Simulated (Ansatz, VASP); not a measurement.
# Cross-check of Sn between VASP and Ansatz

Aim: how closely do two programs agree when they are given the same cell, functional and k mesh? The cell is taken from a series of runs on this material, whose earlier steps may have relaxed, scaled, displaced or heated it; both programs get it as it stands.

Calculated with Ansatz 0.2.0; plane waves, with VASP 6.6.1 beside it; zone-centre phonons at PBEsol.

### Step 1. Starting point

Symmetry: I4_1/amd, No. 141, tetragonal system. Conventional cell: a = 4.674 Å, b = 4.674 Å, c = 6.344 Å, α = 90.00°, β = 90.00°, γ = 90.00°. Nearest to Sn lie 4 Sn at 2.82 Å.

Coordinates:

```xyz
2
Lattice="0.0000 3.3050 3.1722 3.3050 0.0000 3.1722 3.3050 3.3050 0.0000" Properties=species:S:1:pos:R:3 pbc="T T T"
Sn    3.3050    3.3050    3.1722
Sn    4.9575    4.9575    4.7583
```

### Step 2. VASP: zone-centre phonons, PBEsol

Second derivatives magnify differences that forces hide, and they need a tight electronic threshold.

Lines of VASP's logs that name or quote its potential files are left out, and so is its time.

Input file INCAR:

```
SYSTEM = Sn
PREC = Accurate
ENCUT = 500
EDIFF = 1E-08
NELM = 120
ISMEAR = 1
SIGMA = 0.2
LREAL = .FALSE.
ALGO = Normal
GGA = PS
NBANDS = 20
LORBIT = 11
LWAVE = .FALSE.
LCHARG = .FALSE.
ISIF = 2
IBRION = 8
LASPH = .TRUE.
GGA_COMPAT = .FALSE.
KPAR = 2
```

Input file POSCAR:

```
Sn
1.0
    0.0000000000      3.3050034065      3.1721786728
    3.3050034065      0.0000000000      3.1721786728
    3.3050034065      3.3050034065      0.0000000000
Sn
2
Direct
    0.5000000000      0.5000000000      0.5000000000
    0.7500000000      0.7500000000      0.7500000000
```

Input file KPOINTS:

```
Automatic mesh
0
Gamma
12 12 12
0 0 0
```

Potentials, in the order of the species: Sn_d (PBE family, release 64).

Run with:

```sh
$ mpirun -np 2 vasp_std
```

Numbers of over 12 decimals in the logs are rounded to 6 here.

Log:

```text
[banner, memory and clock lines left out]
running    2 mpi-ranks, on    1 nodes
 distrk:  each k-point on    1 cores,    2 groups
 distr:  one band on    1 cores,    1 groups

 POSCAR found type information on POSCAR Sn
 POSCAR found :  1 types and       2 ions
|                                                                             |
|               ----> ADVICE to this user running VASP <----                  |
|                                                                             |
|     You enforced a specific xc type in the INCAR file but a different       |
|     [... a line on the potential file left out ...]
|     I HOPE YOU KNOW WHAT YOU ARE DOING!                                     |
|                                                                             |

 LDA part: xc-table for (Slater+PW92), standard interpolation
 POSCAR, INCAR and KPOINTS ok, starting setup
 FFT: planning ... GRIDC
 FFT: planning ... GRID_SOFT
 FFT: planning ... GRID
 WAVECAR not read
 entering main loop
       N       E                     dE             d eps       ncg     rms          rms(c)
DAV:   1     0.220034319688E+03    0.22003E+03   -0.14801E+04  6564   0.198E+03
DAV:   2     0.144226610431E+02   -0.20561E+03   -0.20207E+03  6540   0.439E+02
DAV:   3    -0.782981615737E+01   -0.22252E+02   -0.22124E+02  7508   0.141E+02
DAV:   4    -0.853384314852E+01   -0.70403E+00   -0.70370E+00  7380   0.283E+01
DAV:   5    -0.855853728940E+01   -0.24694E-01   -0.24694E-01  9004   0.516E+00    0.320E+00
DAV:   6    -0.848956647553E+01    0.68971E-01   -0.42770E-02  8820   0.276E+00    0.181E+00
DAV:   7    -0.845646178017E+01    0.33105E-01   -0.53585E-02  7456   0.263E+00    0.165E-01
DAV:   8    -0.845738936585E+01   -0.92759E-03   -0.72014E-03  7172   0.104E+00    0.526E-02
DAV:   9    -0.845763881632E+01   -0.24945E-03   -0.37021E-04  8184   0.159E-01    0.103E-02
DAV:  10    -0.845764758917E+01   -0.87729E-05   -0.16101E-05  7904   0.326E-02    0.514E-03
DAV:  11    -0.845764916976E+01   -0.15806E-05   -0.25365E-06  7224   0.116E-02    0.620E-04
DAV:  12    -0.845764907543E+01    0.94331E-07   -0.17044E-07  7848   0.468E-03    0.310E-04
DAV:  13    -0.845764905525E+01    0.20180E-07   -0.11803E-08  5728   0.836E-04    0.406E-05
DAV:  14    -0.845764906395E+01   -0.87030E-08   -0.11025E-09  4184   0.346E-04
   1 F= -.84576491E+01 E0= -.84575337E+01  d E =-.346036E-03
 Linear response reoptimize wavefunctions to high precision
DAV:   1    -0.845764906431E+01   -0.35470E-09   -0.43005E-10  4260   0.248E-04
DAV:   2    -0.845764906432E+01   -0.15461E-10   -0.21277E-10  3772   0.164E-04
 Linear response DOF=           2
 Linear response progress:
  Degree of freedom:   1/  2
       N       E                     dE             d eps       ncg     rms          rms(c)
RMM:   1    -0.214265236775E+00   -0.21427E+00    0.54029E-01 23890   0.995E+00
RMM:   2    -0.220919498273E+00   -0.66543E-02   -0.19850E-02 33368   0.117E+00    0.704E-02
RMM:   3    -0.221092737091E+00   -0.17324E-03   -0.16252E-03 35163   0.324E-01    0.328E-02
RMM:   4    -0.221005622225E+00    0.87115E-04   -0.11506E-04 35021   0.978E-02    0.114E-02
RMM:   5    -0.220997733859E+00    0.78884E-05   -0.18857E-05 35721   0.330E-02    0.384E-03
RMM:   6    -0.220996723112E+00    0.10107E-05   -0.13839E-06 35243   0.963E-03    0.186E-03
RMM:   7    -0.220993986860E+00    0.27363E-05   -0.11223E-06 35167   0.353E-03    0.276E-04
RMM:   8    -0.220991583524E+00    0.24033E-05   -0.24914E-07 36498   0.127E-03    0.221E-04
RMM:   9    -0.220989457422E+00    0.21261E-05   -0.11939E-07 35767   0.537E-04    0.530E-05
RMM:  10    -0.220989957367E+00   -0.49995E-06   -0.10863E-07 37873   0.232E-04    0.339E-05
RMM:  11    -0.220989886023E+00    0.71344E-07    0.53913E-08 36471   0.122E-04    0.715E-06
RMM:  12    -0.220989863804E+00    0.22219E-07    0.55540E-08 39086   0.698E-05    0.644E-06
RMM:  13    -0.220989841811E+00    0.21994E-07    0.31211E-08 37562   0.469E-05    0.316E-06
RMM:  14    -0.220989824461E+00    0.17350E-07    0.14860E-08 37891   0.359E-05    0.178E-06
RMM:  15    -0.220989804798E+00    0.19662E-07    0.68890E-09 35579   0.306E-05    0.259E-07
RMM:  16    -0.220989804085E+00    0.71302E-09    0.49879E-09 25583   0.273E-05    0.439E-07
 first order change of Fermi-energy   0.12418E-04
 force on displaced ion       1 direction 1 :  -7.268  -0.000  -0.000
 Linear response progress:
  Degree of freedom:   2/  2
       N       E                     dE             d eps       ncg     rms          rms(c)
RMM:   1    -0.213932272931E+00   -0.21393E+00    0.58276E-01 14031   0.101E+01
RMM:   2    -0.220589105937E+00   -0.66568E-02   -0.19692E-02 19609   0.116E+00    0.685E-02
RMM:   3    -0.220752672721E+00   -0.16357E-03   -0.16276E-03 20676   0.323E-01    0.317E-02
RMM:   4    -0.220655876419E+00    0.96796E-04   -0.11401E-04 20515   0.973E-02    0.114E-02
RMM:   5    -0.220643650496E+00    0.12226E-04   -0.16461E-05 20970   0.329E-02    0.390E-03
RMM:   6    -0.220643787622E+00   -0.13713E-06   -0.13338E-06 20743   0.953E-03    0.191E-03
RMM:   7    -0.220641577269E+00    0.22104E-05   -0.15674E-07 20583   0.342E-03    0.330E-04
RMM:   8    -0.220639332153E+00    0.22451E-05    0.79115E-08 21441   0.121E-03    0.260E-04
RMM:   9    -0.220637187418E+00    0.21447E-05    0.42025E-08 20974   0.500E-04    0.636E-05
RMM:  10    -0.220637610698E+00   -0.42328E-06    0.73519E-08 22170   0.202E-04    0.317E-05
RMM:  11    -0.220637621120E+00   -0.10421E-07    0.13055E-07 21412   0.105E-04    0.485E-06
RMM:  12    -0.220637633475E+00   -0.12356E-07    0.51733E-08 22954   0.585E-05    0.455E-06
RMM:  13    -0.220637633444E+00    0.31236E-10    0.29653E-08 22224   0.392E-05    0.270E-06
 first order change of Fermi-energy   0.30532E-03
 force on displaced ion       1 direction 3 :  -0.000  -0.000  -7.148
 Linear response finished
```

From OUTCAR (step 2):

```text
ion  position               nearest neighbor table
   1  0.500  0.500  0.500-   2 2.82   2 2.82   2 2.82   2 2.82
   2  0.750  0.750  0.750-   1 2.82   1 2.82   1 2.82   1 2.82

  LATTYP: Found a body centered tetragonal cell.
 ALAT       =     4.6739806412
 C/A-ratio  =     1.3573777541

 Subroutine GETGRP returns: Found 16 space group operations
 (whereof  8 operations were pure point group operations)

The static configuration has the point symmetry D_2d.
 The point group associated with its full space group is D_4h.

 Found    163 irreducible k-points:

   k-points           NKPTS =    163   k-points in BZ     NKDIM =    163   number of bands    NBANDS=     20

   dimension x,y,z NGX =    36 NGY =   36 NGZ =   36
   dimension x,y,z NGXF=    72 NGYF=   72 NGZF=   72

   ENCUT  =  500.0 eV  36.75 Ry    6.06 a.u.   8.35  8.35  8.52*2*pi/ulx,y,z

   NELECT =      28.0000    total number of electrons

 k-points in reciprocal lattice and weights: Automatic mesh
   0.00000000  0.00000000  0.00000000       0.001
   0.08333333 -0.00000000  0.00000000       0.005
   0.16666667 -0.00000000  0.00000000       0.005
   0.25000000 -0.00000000  0.00000000       0.005
   0.33333333 -0.00000000  0.00000000       0.005
   0.41666667 -0.00000000  0.00000000       0.005
   0.50000000 -0.00000000  0.00000000       0.002
   0.08333333  0.08333333  0.00000000       0.001
   0.16666667  0.08333333  0.00000000       0.005
[...]
-0.33333333  0.16666667  0.50000000       0.002
  -0.25000000  0.25000000  0.50000000       0.001

 average (electrostatic) potential at core
       1-101.4494       2-101.4494

  Total       -0.0306060     -0.0306060      0.4659297      0.0000000      0.0000000      0.0000000
  in kB       -0.7075964     -0.7075964     10.7720790      0.0000000      0.0000000      0.0000000
  external PRESSURE =       3.1189621 kB  Pullay stress =       0.0000000 kB

  energy-cutoff  :      500.00
  volume of cell :       69.30
      direct lattice vectors                 reciprocal lattice vectors
     0.000000000  3.305003407  3.172178673    -0.151285774  0.151285774  0.157620378
     3.305003407  0.000000000  3.172178673     0.151285774 -0.151285774  0.157620378
     3.305003407  3.305003407  0.000000000     0.151285774  0.151285774 -0.157620378

 POSITION                                       TOTAL-FORCE (eV/Angst)
 -----------------------------------------------------------------------------------
      3.30500      3.30500      3.17218         0.000000      0.000000      0.000000
      4.95751      4.95751      4.75827        -0.000000     -0.000000     -0.000000
 -----------------------------------------------------------------------------------
    total drift:                                0.000000      0.000000      0.000000

 Eigenvectors and eigenvalues of the dynamical matrix
 ----------------------------------------------------

   1 f  =    5.470553 THz    34.372500 2PiTHz  182.478014 cm-1    22.624380 meV
             X         Y         Z           dx          dy          dz
      3.305003  3.305003  3.172179    -0.707107   -0.000000   -0.000000
      4.957505  4.957505  4.758268     0.707107    0.000000    0.000000

   2 f  =    5.470553 THz    34.372500 2PiTHz  182.478014 cm-1    22.624380 meV
             X         Y         Z           dx          dy          dz
      3.305003  3.305003  3.172179    -0.000000    0.707107    0.000000
      4.957505  4.957505  4.758268     0.000000   -0.707107   -0.000000

   3 f  =    5.425103 THz    34.086928 2PiTHz  180.961958 cm-1    22.436413 meV
             X         Y         Z           dx          dy          dz
      3.305003  3.305003  3.172179    -0.000000    0.000000   -0.707107
      4.957505  4.957505  4.758268     0.000000   -0.000000    0.707107

   4 f  =    0.000000 THz     0.000000 2PiTHz    0.000001 cm-1     0.000000 meV
             X         Y         Z           dx          dy          dz
      3.305003  3.305003  3.172179     0.281411    0.530121   -0.373872
      4.957505  4.957505  4.758268     0.281411    0.530121   -0.373872

   5 f/i=    0.000000 THz     0.000000 2PiTHz    0.000001 cm-1     0.000000 meV
             X         Y         Z           dx          dy          dz
      3.305003  3.305003  3.172179    -0.251953   -0.286220   -0.595481
      4.957505  4.957505  4.758268    -0.251953   -0.286220   -0.595481

   6 f/i=    0.000000 THz     0.000000 2PiTHz    0.000002 cm-1     0.000000 meV
             X         Y         Z           dx          dy          dz
      3.305003  3.305003  3.172179     0.597769   -0.370203   -0.074981
      4.957505  4.957505  4.758268     0.597769   -0.370203   -0.074981

 ELASTIC MODULI CONTR FROM IONIC RELAXATION (kBar)
 Direction    XX          YY          ZZ          XY          YZ          ZX
 --------------------------------------------------------------------------------
 XX           0.0000      0.0000      0.0000      0.0000      0.0000      0.0000
 YY           0.0000      0.0000      0.0000      0.0000      0.0000      0.0000
 ZZ           0.0000      0.0000      0.0000      0.0000      0.0000      0.0000
 XY           0.0000      0.0000      0.0000   -225.2722     -0.0000     -0.0000
 YZ           0.0000      0.0000      0.0000     -0.0000   -229.0448      0.0000
 ZX           0.0000      0.0000      0.0000     -0.0000     -0.0000   -198.8469
 --------------------------------------------------------------------------------
```

Energies printed during the response cycles are not total energies of the cell.

### Step 3. Ansatz: zone-centre phonons, PBEsol

Ansatz runs on its PAW soft_1 files.

The same cell, functional, mesh and smearing now go to Ansatz, which takes its cutoff from its data sets.

Input file input.yaml:

```yaml
crystal:
  lattice:
    - [0.0, 3.3050034065, 3.1721786728]
    - [3.3050034065, 0.0, 3.1721786728]
    - [3.3050034065, 3.3050034065, 0.0]
  atoms:
    - { symbol: Sn, position: [0.5, 0.5, 0.5] }
    - { symbol: Sn, position: [0.75, 0.75, 0.75] }
kpoints:
  mp_grid: { grid: [12, 12, 12] }
hamiltonian:
  xc: pbesol
  pseudopotentials: { kind: paw, azcp: { folder: soft_1 }, xc_functional: pbe }
scf:
  occupations: { method: methfessel_paxton, width: 0.2 }
output:
  eigenvalues: true
phonons:
  method: dfpt
```

Run with:

```sh
$ ansatz run input.yaml --threads 4 --pin off --max-ram 10240MiB --backend cpu --events-out ev --progress --plain --runs-dir out
```

Log:

```text
zone centre: on kpoints.mp_grid the ground state, and the responses unless they are solved on pairs of k-points, stand on 280 of the mesh's 1728 k-points, reduced under 4 symmetry operations, with k and −k counted as one. Each operation leaves every solved displacement unchanged or reverses it
Engine: ansatz 0.2.0, x86_64-unknown-linux-gnu
Pseudopotentials: kind: paw
Pseudopotential: Sn, paw, valence charge 14, recommended cutoff 420 eV (normal), soft_1/Sn.paw.azcp
Functional definition: PBEsol
  exchange = pbesol_x
  correlation = pbesol_c
Crystal: 2 atoms, lattice volume = 69.300 Å³
Basis set: ecut = 420 eV, 1387 PW (Γ), exchange–correlation on 64×64×64 points (8 copies of the dense FFT grid, shifted against one another)
Bands: 18, of which v1, the nominal top of the filled ones, is band 14 counted from 1 (13 counted from 0)
Symmetry: 16 space group operations
k-points: 280 of 1728 (irreducible under 4 space group operations, time reversal used)
Non-local potential: Sn, projectors of the file, l = 0: 2, l = 1: 2, l = 2: 2, l = 3: 1
PAW form: soft (Blöchl's): semilocal exchange-correlation on the pseudo side does not see the compensation charge
PAW frozen core: Sn, regenerated for the run's functional, and the local potential with it (the file was generated under x = pbe(κ = 0.804, μ = 0.219515), c = pbe(β = 0.066725))
PAW one-centre angular grid: Sn, 590 points (default); XC on 64 Gauss nodes
Initial density: superposition of atomic densities (chi_scale 0.1, normalization cell)
Initial wavefunctions: pseudopotential atomic-orbital guess
Functional: x = pbesol(κ = 0.804, μ = 0.123457), c = pbesol(β = 0.046)
SCF iter   1: F=—  HF=-11899.708640 eV  |F-HF|=—  |Δ(HF+E_count)|=         —  Δρ=2.14e-2  dr2=3.34e-1  ethr=3.10e-3  ⟨swp⟩=5.6  Hψ=26587  notcnv=0
preconditioner: auto → Kerker (q_TF=auto, 2.346 Å⁻¹)  [metal: Δε(μ)=0.022 eV  Ē_g=19.894 eV  σ=0.200 eV  W_gap=0.09  n_scr=14 (ndim 8)  ℏωp=23.6 eV  f_vac=0.007  D(μ)=0.18/eV (n_scr^D=0)]
SCF iter   2: F=—  HF=-11899.667842 eV  |F-HF|=—  |Δ(HF+E_count)|=   4.08e-2  S|Δr|=    0.00e0  Δρ=1.39e-2  dr2=1.60e-1  ethr=1.19e-3  ⟨swp⟩=1.0  Hψ=7282  notcnv=0
SCF iter   3: F=—  HF=-11899.636718 eV  |F-HF|=—  |Δ(HF+E_count)|=   3.11e-2  S|Δr|=    0.00e0  Δρ=2.58e-3  dr2=1.29e-2  ethr=5.71e-4  ⟨swp⟩=1.0  Hψ=5040  notcnv=0
SCF iter   4: F=—  HF=-11899.637331 eV  |F-HF|=—  |Δ(HF+E_count)|=   6.13e-4  S|Δr|=    0.00e0  Δρ=1.41e-3  dr2=2.71e-3  ethr=4.62e-5  ⟨swp⟩=2.0  Hψ=6082  notcnv=0
SCF iter   5: F=—  HF=-11899.638459 eV  |F-HF|=—  |Δ(HF+E_count)|=   1.13e-3  S|Δr|=    0.00e0  Δρ=2.90e-4  dr2=7.54e-5  ethr=9.68e-6  ⟨swp⟩=2.0  Hψ=6163  notcnv=0
SCF iter   6: F=—  HF=-11899.638535 eV  |F-HF|=—  |Δ(HF+E_count)|=   7.56e-5  S|Δr|=    0.00e0  Δρ=5.55e-5  dr2=1.47e-6  ethr=2.69e-7  ⟨swp⟩=2.2  Hψ=6680  notcnv=0
SCF iter   7: F=—  HF=-11899.638540 eV  |F-HF|=—  |Δ(HF+E_count)|=   5.14e-6  S|Δr|=    0.00e0  Δρ=9.12e-6  dr2=3.68e-8  ethr=5.23e-9  ⟨swp⟩=2.0  Hψ=6214  notcnv=0
SCF iter   8: F=—  HF=-11899.638540 eV  |F-HF|=—  |Δ(HF+E_count)|=   1.49e-7  S|Δr|=    0.00e0  Δρ=1.53e-6  dr2=1.71e-9  ethr=1.31e-10  ⟨swp⟩=2.5  Hψ=7928  notcnv=0
SCF iter   9: F=—  HF=-11899.638540 eV  |F-HF|=—  |Δ(HF+E_count)|=   4.34e-9  S|Δr|=    0.00e0  Δρ=3.09e-7  dr2=5.14e-11  ethr=6.09e-12  ⟨swp⟩=2.6  Hψ=7773  notcnv=0
SCF iter  10: F=-11899.638540 eV  HF=-11899.638540 eV  |F-HF|=5.46e-12  |Δ(HF+E_count)|=  8.73e-11  S|Δr|=    0.00e0  Δρ=8.22e-8  dr2=4.26e-12  ethr=1.00e-12  ⟨swp⟩=6.6  Hψ=22010  notcnv=0
SCF 1 converged in 10 iterations: F = -11899.638540 eV  dr2 = 4.26e-12
  greatest PAW one-centre occupation: 0.991 electrons in one spin orbital (limit 2), on the Sn atom at site 1 (counted from 0), in its partial waves of l = 2
DFPT response loops at Γ: preconditioner auto → Kerker (q_TF=auto, 2.346 Å⁻¹) (partly filled bands, converged f_vac=0.084); β = 1.00, the filter's whole step (`scf.mixing.beta` (0.50) is not read by the response loops under this deck's `scf.mixing.preconditioner`; to damp them name `kerker` or `kerker_dos`, under which they read `scf.mixing.beta`, and type it under 1.00, their step now; both keys bind the ground state too); Broyden in place of MSR1
SCF converged after 10 iterations
Stability not checked: this state was not tested for a lower state beside it, because cold or Methfessel-Paxton smearing, or corrected tetrahedra, fill the levels in a way that the test cannot read (fill_not_monotonic; see scf.lower_state_search)
Free energy (F): -11899.638540 eV
Harris-Foulkes:  -11899.638540 eV  (|F-HF|=5.46e-12)
Internal energy: -11899.638195 eV  (E = F + TS)
E sigma→0 (E₀):  -11899.638454 eV
Entropy (-TS):   -0.000345 eV (-0.173 meV/atom)
Fermi energy:    7.535250 eV
--- Per-component energies (eV) ---
  E_band       = -254.008286
  E_kinetic    = 336.980948
  E_local      = -2638.292804  (includes V_loc(G=0)·N_el)
  E_nonlocal   = 293.846661
  E_hartree    = 1281.235495
  E_xc         = -249.018192
  E_vxc        = -160.380624  (∫ρ·V_xc dr)
  E_paw        = -8592.650175  (= ΣΔE_a)
  E_vpaw       = -648.634121  (= ΣTr[D̂ρ^β])
  E_aug_tail   = 0.000576  (compensation charges beyond the density's cutoff)
  E_ewald      = -2332.310384
  E_core_change = 0.569679  (= ΣΔE_core)
  E_smearing   = -0.000345  (= −TS)
  E_closure    = 0.000000  (closes the sum)
  Σ components = -11899.638540   (vs F -11899.638540, Δ=0.00e0)
--- Band table (eV; the first three rows and the last of 280) ---
  k-point 0: bands = [... 10 lower, -2.9843, 6.7455, 7.5503, 7.5503, 7.8087, 9.5932, 9.7584, 9.7584]
  k-point 1: bands = [... 10 lower, -2.9177, 5.9241, 7.4091, 7.5760, 8.0221, 9.7745, 9.9303, 10.0301]
  k-point 2: bands = [... 10 lower, -2.7210, 4.7028, 7.1029, 7.2999, 8.0281, 10.1960, 10.2863, 10.8521]
  k-point 279: bands = [... 10 lower, 0.1609, 0.1609, 4.9838, 4.9838, 8.1605, 8.1605, 15.1918, 15.1918]
--- Phonons (Γ-DFPT): 2 representative perturbations + reference, on 280 of 1728 k-points (Σ response iterations 6) ---
  k mesh reduced under 4 symmetry operations, with k and −k counted as one. Each operation leaves every solved displacement unchanged or reverses it
  ASR residual: 5.050e-5 → 0.000e0 eV/Å²; symmetrization residual: 1.322e-12 eV/Å²
  ASR residual per site (eV/Å²): 5.05e-5 5.05e-5
  Γ frequencies (cm⁻¹): 0.00 0.00 0.00 181.08 182.75 182.75
  non-analytic LO–TO correction: not included (Born effective charges unavailable; polar crystals: no LO–TO splitting at Γ)
```

The column dr2 measures how far the density is from self-consistency, as an energy; F and HF (Harris–Foulkes) agree once it is small.

### Step 4. Differences

Known differences besides the potentials themselves: the cutoff is 420 eV in Ansatz and 500 eV in VASP; Ansatz makes its cores anew for this functional, VASP keeps those of its PBE data sets. Total energies have different zeros and are not compared.

Both answers:

```csv
quantity,Ansatz,VASP,difference
optical mode 1 (cm⁻¹),181.1,181.0,+0.07 %
optical mode 2 to 3 (cm⁻¹),182.8,182.5,+0.15 %
```

Modes are paired by rising frequency, not by their patterns, so a pair may set unlike modes beside each other; they are those without the splitting of longitudinal modes.

### Step 5. Outcome

```yaml
r_m_s_difference_of_the_optical_zone_centre_modes_each_program_s_sorted_by_frequency_zone_centre_phonons_pbesol: 0.23 cm⁻¹
```

In words: The r.m.s. difference of the optical zone-centre modes, each program's sorted by frequency is 0.23 cm⁻¹ (zone-centre phonons, PBEsol). Such differences can come from data sets, numerical settings and the points named under the comparisons, not from the functional's error against experiment.

[Lines on the potential files, build, host, timing and source positions are cut from VASP's logs without a mark.]

[Logs are printed without paths, hosts, clocks, repeated set-up lines and the standing remarks that a program may print on its own settings, such as how far it seeks lower states.]

[Hosts, paths, dates, database ids (printed as entryN), source tags and the programs' standing remarks are cut or masked in the printed files.]
